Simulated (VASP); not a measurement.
# NiSb (Breithauptite) with r2SCAN + rVV10: from relaxation to properties, part 4 of 11

What structure does NiSb (Breithauptite) take at this level, and what are its properties? The start is a cell from a database of measured crystal structures.

VASP 6.6.1, plane waves and PAW; the level of theory is named at each step.

So far. Step 3 (Magnetic start: antiferromagnetic within the cell): The energy lies +0.0 meV an atom from the first pattern, and both runs end without moments, so a difference comes from cell, mesh or thresholds alone. The moments fall under 0.1 μB, and the mesh shows no gap. Step 4 (Magnetic start: antiferromagnetic, q = (0, 0, 1/2)): The energy lies +6.1 meV an atom from the first pattern, and both runs end without moments, so a difference comes from cell, mesh or thresholds alone.

The database entry behind the starting cell differs from later determinations by our own check (c about 0.3 % short), so it need not match the best structure at ambient conditions.

## Step 5: Magnetic start: antiferromagnetic, q = (1/2, 1/2, 1/2)

Level of this step: r2SCAN with rVV10, spin-polarised from an antiferromagnetic start; plane waves and PAW (Ni, Sb) (VASP).

Next, a pattern with opposite moments, which needs a doubled cell; q is given in the reciprocal vectors of the primitive cell.

INCAR reads:

```
SYSTEM = NiSb
PREC = Accurate
ENCUT = 400
EDIFF = 1E-06
NELM = 100
ISMEAR = 0
SIGMA = 0.05
LREAL = .FALSE.
ALGO = Normal
METAGGA = R2SCAN
LUSE_VDW = .TRUE.
IVDW_NL = 2
BPARAM = 11.95
CPARAM = 0.0093
LASPH = .TRUE.
NBANDS = 42
ISPIN = 2
MAGMOM = 1 -1 1 -1 0 0 0 0
LMAXMIX = 4
LORBIT = 11
LWAVE = .FALSE.
LCHARG = .FALSE.
KPAR = 8
ISIF = 2
```

POSCAR reads:

```
NiSb
1.0
    7.8560000000      0.0000000000      0.0000000000
    1.9640000000      3.4017477861      0.0000000000
    3.9280000000      0.0000000000      5.1200000000
Ni Sb
4 4
Direct
    0.0000000000      0.0000000000      0.0000000000
    0.5000000000      0.0000000000      0.0000000000
    0.7500000000      0.0000000000      0.5000000000
    0.2500000000      0.0000000000      0.5000000000
    0.7083333333      0.6666666667      0.2500000000
    0.2083333333      0.6666666667      0.2500000000
    0.7916666667      0.3333333333      0.7500000000
    0.2916666667      0.3333333333      0.7500000000
```

KPOINTS reads:

```
Automatic mesh
0
Gamma
7 7 7
0 0 0
```

PAW data sets: Ni and Sb (PBE family, release 64).

Launch:

```
$ mpirun -np 8 vasp_std
```

The log of the run:

```text
[... set-up lines as in an earlier step ...]
 entering main loop
       N       E                     dE             d eps       ncg     rms          rms(c)
Total rVV10 correction in eV:      1.5482686    82.0364628
Total rVV10 correction in eV:      1.5482686    82.0364628
Total rVV10 correction in eV:      1.5482686    82.0364628
Total rVV10 correction in eV:      1.5482686    82.0364628
Total rVV10 correction in eV:      1.5482686    82.0364628
Total rVV10 correction in eV:      1.5482686    82.0364628
Total rVV10 correction in eV:      1.5482686    82.0364628
Total rVV10 correction in eV:      1.5482686    82.0364628
DAV:   1     0.262587270169E+03    0.26259E+03   -0.21104E+04 10752   0.126E+03
DAV:   2    -0.131417806848E+03   -0.39401E+03   -0.37798E+03 10934   0.313E+02
DAV:   3    -0.159720302586E+03   -0.28302E+02   -0.27190E+02 12482   0.105E+02
DAV:   4    -0.160486407306E+03   -0.76610E+00   -0.76193E+00 12320   0.164E+01
DAV:   5    -0.160511506803E+03   -0.25099E-01   -0.25094E-01 15264   0.290E+00    0.196E+01
Total rVV10 correction in eV:      1.4736143    82.0364612
Total rVV10 correction in eV:      1.4736143    82.0364612
Total rVV10 correction in eV:      1.4736143    82.0364612
Total rVV10 correction in eV:      1.4736143    82.0364612
Total rVV10 correction in eV:      1.4736143    82.0364612
Total rVV10 correction in eV:      1.4736143    82.0364612
Total rVV10 correction in eV:      1.4736143    82.0364612
Total rVV10 correction in eV:      1.4736143    82.0364612
DAV:   6    -0.159493123089E+03    0.10184E+01   -0.67228E+01 11908   0.111E+02    0.266E+01
Total rVV10 correction in eV:      1.5049300    82.0364609
Total rVV10 correction in eV:      1.5049300    82.0364609
Total rVV10 correction in eV:      1.5049300    82.0364609
Total rVV10 correction in eV:      1.5049300    82.0364609
Total rVV10 correction in eV:      1.5049300    82.0364609
Total rVV10 correction in eV:      1.5049300    82.0364609
Total rVV10 correction in eV:      1.5049300    82.0364609
Total rVV10 correction in eV:      1.5049300    82.0364609
DAV:   7    -0.150966971561E+03    0.85262E+01   -0.18879E+01 12398   0.712E+01    0.636E+00
Total rVV10 correction in eV:      1.5028381    82.0364611
Total rVV10 correction in eV:      1.5028381    82.0364611
Total rVV10 correction in eV:      1.5028381    82.0364611
Total rVV10 correction in eV:      1.5028381    82.0364611
Total rVV10 correction in eV:      1.5028381    82.0364611
Total rVV10 correction in eV:      1.5028381    82.0364611
Total rVV10 correction in eV:      1.5028381    82.0364611
Total rVV10 correction in eV:      1.5028381    82.0364611
DAV:   8    -0.151293925858E+03   -0.32695E+00   -0.35337E+00 15378   0.177E+01    0.454E+00
Total rVV10 correction in eV:      1.4946063    82.0364612
Total rVV10 correction in eV:      1.4946063    82.0364612
Total rVV10 correction in eV:      1.4946063    82.0364612
Total rVV10 correction in eV:      1.4946063    82.0364612
Total rVV10 correction in eV:      1.4946063    82.0364612
Total rVV10 correction in eV:      1.4946063    82.0364612
Total rVV10 correction in eV:      1.4946063    82.0364612
Total rVV10 correction in eV:      1.4946063    82.0364612
DAV:   9    -0.151202502283E+03    0.91424E-01   -0.53002E-01 14572   0.865E+00    0.148E+00
Total rVV10 correction in eV:      1.4951940    82.0364612
Total rVV10 correction in eV:      1.4951940    82.0364612
Total rVV10 correction in eV:      1.4951940    82.0364612
Total rVV10 correction in eV:      1.4951940    82.0364612
Total rVV10 correction in eV:      1.4951940    82.0364612
Total rVV10 correction in eV:      1.4951940    82.0364612
Total rVV10 correction in eV:      1.4951940    82.0364612
Total rVV10 correction in eV:      1.4951940    82.0364612
DAV:  10    -0.151209504125E+03   -0.70018E-02   -0.88799E-02 12192   0.332E+00    0.788E-01
Total rVV10 correction in eV:      1.4960118    82.0364611
Total rVV10 correction in eV:      1.4960118    82.0364611
Total rVV10 correction in eV:      1.4960118    82.0364611
Total rVV10 correction in eV:      1.4960118    82.0364611
Total rVV10 correction in eV:      1.4960118    82.0364611
Total rVV10 correction in eV:      1.4960118    82.0364611
Total rVV10 correction in eV:      1.4960118    82.0364611
Total rVV10 correction in eV:      1.4960118    82.0364611
DAV:  11    -0.151211779836E+03   -0.22757E-02   -0.58568E-03 15814   0.103E+00    0.471E-01
Total rVV10 correction in eV:      1.4970239    82.0364611
Total rVV10 correction in eV:      1.4970239    82.0364611
Total rVV10 correction in eV:      1.4970239    82.0364611
Total rVV10 correction in eV:      1.4970239    82.0364611
Total rVV10 correction in eV:      1.4970239    82.0364611
Total rVV10 correction in eV:      1.4970239    82.0364611
Total rVV10 correction in eV:      1.4970239    82.0364611
Total rVV10 correction in eV:      1.4970239    82.0364611
DAV:  12    -0.151211822756E+03   -0.42920E-04   -0.62827E-03 16240   0.115E+00    0.132E-01
Total rVV10 correction in eV:      1.4971532    82.0364611
Total rVV10 correction in eV:      1.4971532    82.0364611
Total rVV10 correction in eV:      1.4971532    82.0364611
Total rVV10 correction in eV:      1.4971532    82.0364611
Total rVV10 correction in eV:      1.4971532    82.0364611
Total rVV10 correction in eV:      1.4971532    82.0364611
Total rVV10 correction in eV:      1.4971532    82.0364611
Total rVV10 correction in eV:      1.4971532    82.0364611
DAV:  13    -0.151212002721E+03   -0.17996E-03   -0.17002E-03 13966   0.375E-01    0.722E-02
Total rVV10 correction in eV:      1.4972176    82.0364611
Total rVV10 correction in eV:      1.4972176    82.0364611
Total rVV10 correction in eV:      1.4972176    82.0364611
Total rVV10 correction in eV:      1.4972176    82.0364611
Total rVV10 correction in eV:      1.4972176    82.0364611
Total rVV10 correction in eV:      1.4972176    82.0364611
Total rVV10 correction in eV:      1.4972176    82.0364611
Total rVV10 correction in eV:      1.4972176    82.0364611
DAV:  14    -0.151212028504E+03   -0.25783E-04   -0.77490E-05 11836   0.606E-02    0.549E-02
Total rVV10 correction in eV:      1.4972313    82.0364611
Total rVV10 correction in eV:      1.4972313    82.0364611
Total rVV10 correction in eV:      1.4972313    82.0364611
Total rVV10 correction in eV:      1.4972313    82.0364611
Total rVV10 correction in eV:      1.4972313    82.0364611
Total rVV10 correction in eV:      1.4972313    82.0364611
Total rVV10 correction in eV:      1.4972313    82.0364611
Total rVV10 correction in eV:      1.4972313    82.0364611
DAV:  15    -0.151212023125E+03    0.53791E-05   -0.74664E-06 12524   0.349E-02    0.373E-02
Total rVV10 correction in eV:      1.4972444    82.0364611
Total rVV10 correction in eV:      1.4972444    82.0364611
Total rVV10 correction in eV:      1.4972444    82.0364611
Total rVV10 correction in eV:      1.4972444    82.0364611
Total rVV10 correction in eV:      1.4972444    82.0364611
Total rVV10 correction in eV:      1.4972444    82.0364611
Total rVV10 correction in eV:      1.4972444    82.0364611
Total rVV10 correction in eV:      1.4972444    82.0364611
DAV:  16    -0.151212012237E+03    0.10888E-04   -0.13420E-05 14582   0.488E-02    0.709E-03
Total rVV10 correction in eV:      1.4972522    82.0364611
Total rVV10 correction in eV:      1.4972522    82.0364611
Total rVV10 correction in eV:      1.4972522    82.0364611
Total rVV10 correction in eV:      1.4972522    82.0364611
Total rVV10 correction in eV:      1.4972522    82.0364611
Total rVV10 correction in eV:      1.4972522    82.0364611
Total rVV10 correction in eV:      1.4972522    82.0364611
Total rVV10 correction in eV:      1.4972522    82.0364611
DAV:  17    -0.151212010981E+03    0.12557E-05   -0.31911E-06  8172   0.145E-02    0.388E-03
Total rVV10 correction in eV:      1.4972573    82.0364611
Total rVV10 correction in eV:      1.4972573    82.0364611
Total rVV10 correction in eV:      1.4972573    82.0364611
Total rVV10 correction in eV:      1.4972573    82.0364611
Total rVV10 correction in eV:      1.4972573    82.0364611
Total rVV10 correction in eV:      1.4972573    82.0364611
Total rVV10 correction in eV:      1.4972573    82.0364611
Total rVV10 correction in eV:      1.4972573    82.0364611
DAV:  18    -0.151212011088E+03   -0.10705E-06   -0.41908E-07  5842   0.631E-03
Total rVV10 correction in eV:      1.4972675    82.0364611
Total rVV10 correction in eV:      1.4972675    82.0364611
Total rVV10 correction in eV:      1.4972675    82.0364611
Total rVV10 correction in eV:      1.4972675    82.0364611
Total rVV10 correction in eV:      1.4972675    82.0364611
Total rVV10 correction in eV:      1.4972675    82.0364611
Total rVV10 correction in eV:      1.4972675    82.0364611
Total rVV10 correction in eV:      1.4972675    82.0364611
Total rVV10 correction in eV:      1.4972632    82.0364611
Total rVV10 correction in eV:      1.4972632    82.0364611
Total rVV10 correction in eV:      1.4972632    82.0364611
Total rVV10 correction in eV:      1.4972632    82.0364611
Total rVV10 correction in eV:      1.4972632    82.0364611
Total rVV10 correction in eV:      1.4972632    82.0364611
Total rVV10 correction in eV:      1.4972632    82.0364611
Total rVV10 correction in eV:      1.4972632    82.0364611
   1 F= -.15121201E+03 E0= -.15120977E+03  d E =-.448559E-02  mag=    -0.0000
```

Elapsed: 7.1 min, on 8 MPI ranks of Intel Xeon Platinum 8488C (Sapphire Rapids), shared host; peak memory 6.2 GiB; 50 min of CPU time.

Parts of OUTCAR (step 5):

```text
   k-points           NKPTS =     64   k-points in BZ     NKDIM =     64   number of bands    NBANDS=     42

   ENCUT  =  400.0 eV  29.40 Ry    5.42 a.u.  12.81  6.41 10.52*2*pi/ulx,y,z

   NELECT =      60.0000    total number of electrons

 E-fermi :   9.9624

 spin component 1
 k-point     1 :       0.0000    0.0000    0.0000
  band No.  band energies     occupation
    ...
     23       8.0096      1.00000
     24       8.0096      1.00000
     25       8.5457      1.00000
     26       8.5465      1.00000
     27       9.8775      0.99187
     28      10.1349      0.00000
     29      10.1349      0.00000
     30      10.5223      0.00000
     31      10.5246      0.00000
     32      11.7968      0.00000
    ...

 k-point     2 :       0.1429    0.0000    0.0000
  band No.  band energies     occupation
    ...
     24       8.2122      1.00000
     25       8.4916      1.00000
     26       8.5003      1.00000
     27       9.7787      1.00000
     28       9.8321      0.99989
     29      10.0606      0.00276
     30      10.3341      0.00000
     31      10.6885      0.00000
     32      11.3565      0.00000
     33      12.1282      0.00000
    ...

  Total       -0.9805603     -0.9379342     -0.9729751      0.0369153      0.0000000     -0.0000000
  in kB      -11.4818363    -10.9827072    -11.3930171      0.4322585      0.0000000     -0.0000000
  external PRESSURE =     -11.2858535 kB  Pullay stress =       0.0000000 kB

 POSITION                                       TOTAL-FORCE (eV/Angst)
 -----------------------------------------------------------------------------------
      0.00000      0.00000      0.00000        -0.000001      0.000000      0.000001
      3.92800      0.00000      0.00000        -0.000001      0.000000      0.000001
      7.85600      0.00000      2.56000        -0.000001      0.000000     -0.000001
      3.92800      0.00000      2.56000        -0.000001      0.000000     -0.000001
      7.85600      2.26783      1.28000         0.018757     -0.010829      0.000000
      3.92800      2.26783      1.28000         0.018757     -0.010829      0.000000
      9.82000      1.13392      3.84000        -0.018756      0.010829     -0.000000
      5.89200      1.13392      3.84000        -0.018756      0.010829     -0.000000
 -----------------------------------------------------------------------------------
    total drift:                                0.000005     -0.000003     -0.000000

  FREE ENERGIE OF THE ION-ELECTRON SYSTEM (eV)
  ---------------------------------------------------
  free  energy   TOTEN  =      -151.2120110880 eV

  energy  without entropy=     -151.2075254940  energy(sigma->0) =     -151.20976829

 magnetization (x)
# of ion       s       p       d       tot
------------------------------------------
    1        0.000   0.000   0.000   0.000
    2       -0.000  -0.000  -0.000  -0.000
    3        0.000   0.000   0.000   0.000
    4       -0.000  -0.000  -0.000  -0.000
    5       -0.000   0.000   0.000   0.000
    6        0.000  -0.000  -0.000  -0.000
    7        0.000   0.000   0.000   0.000
    8        0.000   0.000   0.000   0.000
--------------------------------------------------
tot          0.000   0.000   0.000   0.000

[... 15 further parts left out ...]
```

This step gave:

```
SCF cycles              : 18
irreducible k-points    : 64
symmetry operations     : 4
free energy (TOTEN)     : -151.2120 eV
energy at zero smearing : -151.2098 eV
Fermi energy            : 9.962 eV
pressure                : -1.129 GPa
```

The energy lies +2.4 meV an atom from the first pattern, and both runs end without moments, so a difference comes from cell, mesh or thresholds alone. The moments fall under 0.1 μB, and the mesh shows no gap.

(Part 4 of 11 ends here.)

[Lines on the potential files, build, host, timing and source positions are cut from VASP's logs without a mark.]

[Logs are printed without paths, hosts, clocks, repeated set-up lines and the standing remarks that a program may print on its own settings, such as how far it seeks lower states.]

[Hosts, paths, dates, database ids (printed as entryN), source tags and the programs' standing remarks are cut or masked in the printed files.]

[A measured line is paired with the nearest computed mode of its activity, which favours agreement.]

[In band tables of VASP the shares of atoms and orbitals are scaled to a sum of 1 inside the atoms' spheres.]
